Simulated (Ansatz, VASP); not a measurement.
# BN in two plane-wave programs

Wanted: the spread between two codes on one cell, functional and k mesh. The cell is taken from a series of runs on this material, whose earlier steps may have relaxed, scaled, displaced or heated it; both programs get it as it stands.

Main program and level: Ansatz 0.2.0; plane waves, with VASP 6.6.1 beside it; single point at LDA.

### Step 1. The starting structure

Symmetry: F-43m, No. 216, cubic system. Conventional cell: a = 3.626 Å, b = 3.626 Å, c = 3.626 Å, α = 90.00°, β = 90.00°, γ = 90.00°. B has 4 N at 1.57 Å nearest. N has 4 B at 1.57 Å nearest. Farther neighbours and most contacts between anions are not listed.

### Step 2. VASP: single point, LDA, pair 1

With cell and atoms fixed, the geometry can't cause a difference; cores, projectors, grids and the points listed under the comparison can.

Lines of VASP's logs that name or quote its potential files are left out, and so is its time.

INCAR reads:

```
SYSTEM = BN
PREC = Accurate
ENCUT = 600
EDIFF = 1E-06
NELM = 120
ISMEAR = 0
SIGMA = 0.1
LREAL = .FALSE.
ALGO = Normal
GGA = PW92
NBANDS = 10
LORBIT = 11
LWAVE = .FALSE.
LCHARG = .FALSE.
ISIF = 2
LASPH = .TRUE.
GGA_COMPAT = .FALSE.
EFERMI = MIDGAP
```

POSCAR reads:

```
BN
1.0
    0.0000000000      1.8130010000      1.8130010000
    1.8130010000      0.0000000000      1.8130010000
    1.8130010000      1.8130010000      0.0000000000
B N
1 1
Direct
    0.0000000000      0.0000000000      0.0000000000
    0.2500000000      0.2500000000      0.2500000000
```

KPOINTS reads:

```
Automatic mesh
0
Gamma
8 8 8
0 0 0
```

Potentials, in the order of the species: B and N (LDA family, release 64).

Command:

```sh
mpirun -np 1 vasp_std
```

Numbers of over 12 decimals in the logs are rounded to 6 here.

The log of the run:

```text
[banner, memory and clock lines left out]
running    1 mpi-ranks, on    1 nodes
 distrk:  each k-point on    1 cores,    1 groups
 distr:  one band on    1 cores,    1 groups

 POSCAR found type information on POSCAR B N
 POSCAR found :  2 types and       2 ions
|                                                                             |
|               ----> ADVICE to this user running VASP <----                  |
|                                                                             |
|     You enforced a specific xc type in the INCAR file but a different       |
|     [... a line on the potential file left out ...]
|     I HOPE YOU KNOW WHAT YOU ARE DOING!                                     |
|                                                                             |

 LDA part: xc-table for (Slater(with rela. corr.)+PW92), standard interpolation
 POSCAR, INCAR and KPOINTS ok, starting setup
 FFT: planning ... GRIDC
 FFT: planning ... GRID_SOFT
 FFT: planning ... GRID
 WAVECAR not read
 entering main loop
       N       E                     dE             d eps       ncg     rms          rms(c)
DAV:   1     0.115279856669E+02    0.11528E+02   -0.54970E+03   580   0.881E+02
DAV:   2    -0.200193352047E+02   -0.31547E+02   -0.30822E+02   686   0.170E+02
DAV:   3    -0.205369957264E+02   -0.51766E+00   -0.51631E+00   678   0.195E+01
DAV:   4    -0.205376171042E+02   -0.62138E-03   -0.62137E-03   626   0.837E-01
DAV:   5    -0.205376177621E+02   -0.65786E-06   -0.65786E-06   662   0.266E-02    0.645E+00
DAV:   6    -0.195556214512E+02    0.98200E+00   -0.33989E+00   598   0.112E+01    0.304E+00
DAV:   7    -0.194506043024E+02    0.10502E+00   -0.83088E-02   628   0.255E+00    0.175E+00
DAV:   8    -0.194191412343E+02    0.31463E-01   -0.47857E-02   636   0.156E+00    0.171E-01
DAV:   9    -0.194189864488E+02    0.15479E-03   -0.91221E-04   634   0.278E-01    0.793E-02
DAV:  10    -0.194189703907E+02    0.16058E-04   -0.48120E-05   642   0.692E-02    0.135E-02
DAV:  11    -0.194189709024E+02   -0.51171E-06   -0.19296E-06   446   0.100E-02
   1 F= -.19418971E+02 E0= -.19418971E+02  d E =0.000000E+00
```

From OUTCAR (step 2):

```text
ion  position               nearest neighbor table
   1  0.000  0.000  0.000-   2 1.57   2 1.57   2 1.57   2 1.57
   2  0.250  0.250  0.250-   1 1.57   1 1.57   1 1.57   1 1.57

  LATTYP: Found a face centered cubic cell.
 ALAT       =     3.6260020000

 Subroutine GETGRP returns: Found 24 space group operations
 (whereof 24 operations were pure point group operations)

The static configuration has the point symmetry T_d .

 Found     29 irreducible k-points:

   k-points           NKPTS =     29   k-points in BZ     NKDIM =     29   number of bands    NBANDS=     10

   dimension x,y,z NGX =    20 NGY =   20 NGZ =   20
   dimension x,y,z NGXF=    40 NGYF=   40 NGZF=   40

   ENCUT  =  600.0 eV  44.10 Ry    6.64 a.u.   5.12  5.12  5.12*2*pi/ulx,y,z

   NELECT =       8.0000    total number of electrons

 k-points in reciprocal lattice and weights: Automatic mesh
   0.00000000  0.00000000  0.00000000       0.002
   0.12500000  0.00000000  0.00000000       0.016
   0.25000000  0.00000000  0.00000000       0.016
   0.37500000  0.00000000  0.00000000       0.016
   0.50000000  0.00000000  0.00000000       0.008
   0.12500000  0.12500000  0.00000000       0.012
   0.25000000  0.12500000  0.00000000       0.047
   0.37500000  0.12500000  0.00000000       0.047
   0.50000000  0.12500000  0.00000000       0.047
[...]
-0.37500000  0.50000000  0.12500000       0.023
  -0.25000000  0.50000000  0.25000000       0.012

 average (electrostatic) potential at core
       1 -29.7035       2 -60.2206

 E-fermi :   9.4387

 k-point     1 :       0.0000    0.0000    0.0000
  band No.  band energies     occupation
      1     -12.6941      2.00000
      2       7.2683      2.00000
      3       7.2683      2.00000
      4       7.2683      2.00000
      5      15.9128      0.00000
      6      15.9128      0.00000
      7      15.9128      0.00000
      8      17.5665      0.00000
      9      31.5954      0.00000
    ...

 k-point     2 :       0.1250    0.0000    0.0000
  band No.  band energies     occupation
      1     -12.3167      2.00000
      2       5.4182      2.00000
      3       6.8893      2.00000
      4       6.8893      2.00000
      5      16.3051      0.00000
      6      16.4777      0.00000
      7      16.4777      0.00000
      8      18.6956      0.00000
      9      31.0980      0.00000
    ...

 k-point     3 :       0.2500    0.0000    0.0000
  band No.  band energies     occupation
      1     -11.2195      2.00000
      2       1.8518      2.00000
      3       6.1453      2.00000
      4       6.1453      2.00000
      5      16.8102      0.00000
      6      17.4170      0.00000
      7      17.4170      0.00000
      8      20.6292      0.00000
      9      30.2484      0.00000
    ...

  Total       -1.0486732     -1.0486732     -1.0486732      0.0000000      0.0000000      0.0000000
  in kB     -140.9699776   -140.9699776   -140.9699776      0.0000000      0.0000000      0.0000000
  external PRESSURE =    -140.9699776 kB  Pullay stress =       0.0000000 kB

  energy-cutoff  :      600.00
  volume of cell :       11.92
      direct lattice vectors                 reciprocal lattice vectors
     0.000000000  1.813001000  1.813001000    -0.275785838  0.275785838  0.275785838
     1.813001000  0.000000000  1.813001000     0.275785838 -0.275785838  0.275785838
     1.813001000  1.813001000  0.000000000     0.275785838  0.275785838 -0.275785838

 POSITION                                       TOTAL-FORCE (eV/Angst)
 -----------------------------------------------------------------------------------
      0.00000      0.00000      0.00000         0.000000     -0.000000      0.000000
      0.90650      0.90650      0.90650        -0.000000      0.000000     -0.000000
 -----------------------------------------------------------------------------------
    total drift:                               -0.000000     -0.000000     -0.000000

  FREE ENERGIE OF THE ION-ELECTRON SYSTEM (eV)
  ---------------------------------------------------
  free  energy   TOTEN  =       -19.4189709024 eV

  energy  without entropy=      -19.4189709024  energy(sigma->0) =      -19.41897090

 total charge
# of ion       s       p       d       tot
------------------------------------------
    1        0.669   1.360   0.000   2.030
    2        1.196   2.725   0.000   3.921
--------------------------------------------------
tot          1.865   4.086   0.000   5.951

[... 3 further parts left out ...]
```

The run ends at a pressure of -14.10 GPa.

### Step 3. Ansatz: single point, LDA, pair 1

Ansatz runs on its PAW soft_1 files.

The same cell, functional (in two slightly different forms), mesh and smearing now go to Ansatz, which takes its cutoff from its data sets.

input.yaml reads:

```yaml
crystal:
  lattice:
    - [0.0, 1.813001, 1.813001]
    - [1.813001, 0.0, 1.813001]
    - [1.813001, 1.813001, 0.0]
  atoms:
    - { symbol: B, position: [0.0, 0.0, 0.0] }
    - { symbol: "N", position: [0.25, 0.25, 0.25] }
kpoints:
  mp_grid: { grid: [8, 8, 8] }
hamiltonian:
  xc: lda
  pseudopotentials: { kind: paw, azcp: { folder: soft_1 }, xc_functional: pbe }
scf:
  occupations: { method: gaussian, width: 0.1 }
output:
  forces: true
  stress: true
  eigenvalues: true
```

Command:

```sh
ansatz run input.yaml --threads 8 --pin off --max-ram 16384MiB --backend cpu --events-out ev --progress --plain --runs-dir out
```

The log of the run:

```text
Engine: ansatz 0.2.0, aarch64-unknown-linux-gnu
Pseudopotentials: kind: paw
Pseudopotential: B, paw, valence charge 3, recommended cutoff 420 eV (normal), soft_1/B.paw.azcp
Pseudopotential: N, paw, valence charge 5, recommended cutoff 420 eV (normal), soft_1/N.paw.azcp
Functional definition: SPW92
  exchange = slater_x
  correlation = pw_c
Crystal: 2 atoms, lattice volume = 11.919 Å³
Basis set: ecut = 420 eV, 259 PW (Γ)
Bands: 8, of which v1, the nominal top of the filled ones, is band 4 counted from 1 (3 counted from 0)
Symmetry: 24 space group operations
Space group: F-43m (ITA 216), of the structure as read, at distance tolerance 2.3e-5 Å
k-points: 29 of 512 (time reversal used)
Non-local potential: B, projectors of the file, l = 0: 2, l = 1: 2, l = 2: 1
Non-local potential: N, projectors of the file, l = 0: 2, l = 1: 2, l = 2: 1
PAW form: soft (Blöchl's): semilocal exchange-correlation on the pseudo side does not see the compensation charge
PAW frozen core: B, regenerated for the run's functional, and the local potential with it (the file was generated under x = pbe(κ = 0.804, μ = 0.219515), c = pbe(β = 0.066725))
PAW frozen core: N, regenerated for the run's functional, and the local potential with it (the file was generated under x = pbe(κ = 0.804, μ = 0.219515), c = pbe(β = 0.066725))
PAW one-centre angular grid: B, 110 points (default); XC on 64 Gauss nodes
PAW one-centre angular grid: N, 110 points (default); XC on 64 Gauss nodes
Initial density: superposition of atomic densities (chi_scale 0.1, normalization cell, long waves kept (reshape's long-wave potential 0.00 eV rms))
Initial wavefunctions: pseudopotential atomic-orbital guess
Functional: x = slater, c = lda
SCF iter   1: F=—  HF=-527.165313 eV  |F-HF|=—  |Δ(HF+E_count)|=         —  Δρ=1.41e-1  dr2=1.92e0  ethr=3.10e-3  ⟨swp⟩=4.2  Hψ=1476  notcnv=0
preconditioner: auto → none  [insulator: Δε(μ)=5.762 eV  Ē_g=20.087 eV  σ=0.100 eV  W_gap=1.00  n_scr=0 (ndim 8)  ℏωp=30.4 eV  f_vac=0.000  D(μ)=0.00/eV (n_scr^D=0)  ε∞_Penn≈3.3]
SCF iter   2: F=—  HF=-526.532554 eV  |F-HF|=—  |Δ(HF+E_count)|=   6.33e-1  Δρ=6.35e-2  dr2=2.69e-1  ethr=3.10e-3  ⟨swp⟩=2.1  Hψ=686  notcnv=0
SCF iter   3: F=—  HF=-526.460071 eV  |F-HF|=—  |Δ(HF+E_count)|=   7.25e-2  Δρ=2.16e-2  dr2=3.43e-2  ethr=3.10e-3  ⟨swp⟩=3.0  Hψ=453  notcnv=0
SCF iter   4: F=—  HF=-526.450257 eV  |F-HF|=—  |Δ(HF+E_count)|=   9.81e-3  Δρ=2.81e-3  dr2=3.26e-4  ethr=4.29e-4  ⟨swp⟩=2.9  Hψ=457  notcnv=0
SCF iter   5: F=—  HF=-526.450235 eV  |F-HF|=—  |Δ(HF+E_count)|=   2.20e-5  Δρ=1.76e-4  dr2=1.68e-6  ethr=4.07e-6  ⟨swp⟩=2.0  Hψ=309  notcnv=0
SCF iter   6: F=—  HF=-526.450236 eV  |F-HF|=—  |Δ(HF+E_count)|=   5.16e-7  Δρ=1.52e-5  dr2=5.93e-9  ethr=1.25e-9  ⟨swp⟩=5.3  Hψ=1177  notcnv=0
SCF iter   7: F=-526.450236 eV  HF=-526.450236 eV  |F-HF|=2.25e-11  |Δ(HF+E_count)|=  3.77e-11  Δρ=8.17e-7  dr2=4.60e-11  ethr=7.42e-11  ⟨swp⟩=2.0  Hψ=696  notcnv=0
SCF 1 converged in 7 iterations: F = -526.450236 eV  dr2 = 4.60e-11
  greatest PAW one-centre occupation: 0.780 electrons in one spin orbital (limit 2), on the N atom at site 1 (counted from 0), in its partial waves of l = 0
SCF converged after 7 iterations
Free energy (F): -526.450236 eV
Harris-Foulkes:  -526.450236 eV  (|F-HF|=2.25e-11)
Internal energy: -526.450236 eV  (E = F + TS)
E sigma→0 (E₀):  -526.450236 eV
Fermi energy:    12.938707 eV
--- Per-component energies (eV) ---
  E_band       = 23.920087
  E_kinetic    = 182.658813
  E_local      = -160.966894  (includes V_loc(G=0)·N_el)
  E_nonlocal   = 43.959369
  E_hartree    = 48.751242
  E_xc         = -92.213462
  E_vxc        = -114.458356  (∫ρ·V_xc dr)
  E_paw        = -191.468905  (= ΣΔE_a)
  E_vpaw       = -24.776213  (= ΣTr[D̂ρ^β])
  E_aug_tail   = 0.000962  (compensation charges beyond the density's cutoff)
  E_ewald      = -357.297240
  E_core_change = 0.125878  (= ΣΔE_core)
  E_smearing   = -0.000000  (= −TS)
  E_closure    = 0.000000  (closes the sum)
  Σ components = -526.450236   (vs F -526.450236, Δ=0.00e0)
--- Forces (eV/Å), atoms counted from 1 ---
  atom   1  B      0.00000000    -0.00000000     0.00000000
  atom   2  N     -0.00000000    -0.00000000    -0.00000000
  max |Σ_I F_I| component: 4.07e-16 eV/Å
--- Stress (GPa, compression-positive) ---
      -14.389862       0.000000      -0.000000
        0.000000     -14.389862       0.000000
       -0.000000       0.000000     -14.389862
  P = ⅓ Tr σ = -14.3899 GPa (-143.899 kbar)
--- Band table (eV; the first three rows and the last of 29) ---
  k-point 0: bands = ["-9.2056", "10.7664", "10.7664", "10.7664", "19.4145", "19.4145", "19.4145", "21.0316"]
  k-point 1: bands = ["-8.8276", "8.9172", "10.3878", "10.3878", "19.7987", "19.9784", "19.9784", "22.1711"]
  k-point 2: bands = ["-7.7289", "5.3509", "9.6434", "9.6434", "20.2968", "20.9175", "20.9175", "24.1143"]
  k-point 28: bands = ["-3.2755", "3.3014", "3.8128", "4.2713", "20.1669", "23.8719", "24.9625", "25.2809"]
```

The run ends at a pressure of -14.39 GPa.

### Step 4. Side by side

Known differences besides the potentials themselves: the cutoff is 420 eV in Ansatz and 600 eV in VASP; VASP's log shows a relativistic correction to its local exchange, Ansatz's none. Total energies have different zeros and are not compared.

The two programs side by side:

```csv
quantity,Ansatz,VASP,difference
pressure (GPa),-14.39,-14.10,-0.29
gap on the k mesh (eV),4.345,4.341,+0.004
```

A gap on the mesh is an upper bound, since the band edges may lie between its points.

### Step 5. VASP: single point, LDA, pair 2

A single point gives forces, pressure and levels at one fixed geometry, so differences don't come from the geometry; what else differs is listed under the comparison. The cell compared in this pair holds 11.47 Å³, against 11.92 Å³ for the pair before.

Changes to INCAR since step 2:

```diff
@@ -5,4 +5,4 @@
 NELM = 120
-ISMEAR = 0
-SIGMA = 0.1
+ISMEAR = -1
+SIGMA = 0.03
 LREAL = .FALSE.
```

POSCAR reads:

```
BN
1.0
    0.0000000000      1.7899253151      1.7899253151
    1.7899253151      0.0000000000      1.7899253151
    1.7899253151      1.7899253151      0.0000000000
B N
1 1
Direct
    0.0000000000      0.0000000000      0.0000000000
    0.2500000000      0.2500000000      0.2500000000
```

KPOINTS reads:

```
Automatic mesh
0
Gamma
36 36 36
0 0 0
```

Command:

```sh
mpirun -np 1 vasp_std
```

The log of the run:

```text
[banner, memory and clock lines left out]
running    1 mpi-ranks, on    1 nodes
[...]
[... a notice as in an earlier step ...]

 LDA part: xc-table for (Slater(with rela. corr.)+PW92), standard interpolation
 POSCAR, INCAR and KPOINTS ok, starting setup
[...]
entering main loop
       N       E                     dE             d eps       ncg     rms          rms(c)
DAV:   1     0.112013436578E+02    0.11201E+02   -0.55239E+03 25282   0.887E+02
DAV:   2    -0.201238233151E+02   -0.31325E+02   -0.30312E+02 29706   0.170E+02
DAV:   3    -0.206272677523E+02   -0.50344E+00   -0.50245E+00 29040   0.189E+01
DAV:   4    -0.206279017397E+02   -0.63399E-03   -0.63397E-03 27026   0.792E-01
[...]
DAV:   9    -0.194379688942E+02    0.14998E-03   -0.86823E-04 27078   0.281E-01    0.819E-02
DAV:  10    -0.194379532347E+02    0.15659E-04   -0.44206E-05 28144   0.673E-02    0.138E-02
DAV:  11    -0.194379537104E+02   -0.47566E-06   -0.17861E-06 18998   0.976E-03
   1 F= -.19437954E+02 E0= -.19437954E+02  d E =0.000000E+00
```

Parts of OUTCAR (step 5):

```text
  Total        0.0303957      0.0303957      0.0303957     -0.0000000      0.0000000     -0.0000000
  in kB        4.2460733      4.2460733      4.2460733     -0.0000000      0.0000000     -0.0000000
  external PRESSURE =       4.2460733 kB  Pullay stress =       0.0000000 kB

 POSITION                                       TOTAL-FORCE (eV/Angst)
 -----------------------------------------------------------------------------------
      0.00000      0.00000      0.00000         0.000000     -0.000000      0.000000
      0.89496      0.89496      0.89496        -0.000000      0.000000     -0.000000
 -----------------------------------------------------------------------------------
    total drift:                               -0.000000     -0.000000     -0.000000

  FREE ENERGIE OF THE ION-ELECTRON SYSTEM (eV)
  ---------------------------------------------------
  free  energy   TOTEN  =       -19.4379537104 eV

  energy  without entropy=      -19.4379537104  energy(sigma->0) =      -19.43795371

[... 3 further parts left out ...]
[key lines of the parts left out:]
E-fermi :   9.9456
```

The run ends at a pressure of 0.42 GPa.

### Step 6. Ansatz: single point, LDA, pair 2

The same cell, functional (in two slightly different forms), mesh and smearing now go to Ansatz, which takes its cutoff from its data sets.

The cell is taken from a series of runs on this material, whose earlier steps may have relaxed, scaled, displaced or heated it; both programs get it as it stands.

input.yaml, the sections that differ from step 3:

```yaml
crystal:
  lattice:
    - [0.0, 1.7899253151, 1.7899253151]
    - [1.7899253151, 0.0, 1.7899253151]
    - [1.7899253151, 1.7899253151, 0.0]
  atoms:
    - { symbol: B, position: [0.0, 0.0, 0.0] }
    - { symbol: "N", position: [0.25, 0.25, 0.25] }
kpoints:
  mp_grid: { grid: [36, 36, 36] }
scf:
  occupations: { method: fermi_dirac, width: 0.03 }
# hamiltonian, output: as in step 3
```

Command:

```sh
ansatz run input.yaml --threads 8 --pin off --max-ram 16384MiB --backend cpu --events-out ev --progress --plain --runs-dir out
```

The log of the run:

```text
[...]
Crystal: 2 atoms, lattice volume = 11.469 Å³
Basis set: ecut = 420 eV, 229 PW (Γ)
Bands: 8, of which v1, the nominal top of the filled ones, is band 4 counted from 1 (3 counted from 0)
[... 1 set-up line as in the run before ...]
[...]
k-points: 1240 of 46656 (time reversal used)
[...]
Free energy (F): -526.471173 eV
[...]
Internal energy: -526.471173 eV  (E = F + TS)
E sigma→0 (E₀):  -526.471173 eV
Fermi energy:    13.603519 eV
[...]
--- Stress (GPa, compression-positive) ---
       -0.008903       0.000000      -0.000000
        0.000000      -0.008903       0.000000
       -0.000000       0.000000      -0.008903
  P = ⅓ Tr σ = -0.0089 GPa (-0.089 kbar)
--- Band table (eV; the first three rows and the last of 1240) ---
[...]
[key lines of the parts left out:]
SCF converged after 7 iterations
```

The run ends at a pressure of -0.01 GPa.

### Step 7. Differences

The two programs side by side:

```csv
quantity,Ansatz,VASP,difference
pressure (GPa),-0.01,0.42,-0.43
gap on the k mesh (eV),4.389,4.386,+0.003
```

A gap on the mesh is an upper bound, since the band edges may lie between its points.

### Step 8. Outcome

```json
{
  "difference in gap on the k mesh (single point, LDA, pair 1)": "0.0038 eV",
  "difference in gap on the k mesh (single point, LDA, pair 2)": "0.0032 eV"
}
```

What this shows: The difference in gap on the k mesh is 0.0038 eV (single point, LDA, pair 1), within the 0.08 eV picked in this series as the mark of a large difference. 6 further runs of this series are not shown here. Such differences can come from data sets, numerical settings and the points named under the comparisons, not from the functional's error against experiment.

[Lines on the potential files, build, host, timing and source positions are cut from VASP's logs without a mark.]

[Logs are printed without paths, hosts, clocks, repeated set-up lines and the standing remarks that a program may print on its own settings, such as how far it seeks lower states.]

[Hosts, paths, dates, database ids (printed as entryN), source tags and the programs' standing remarks are cut or masked in the printed files.]
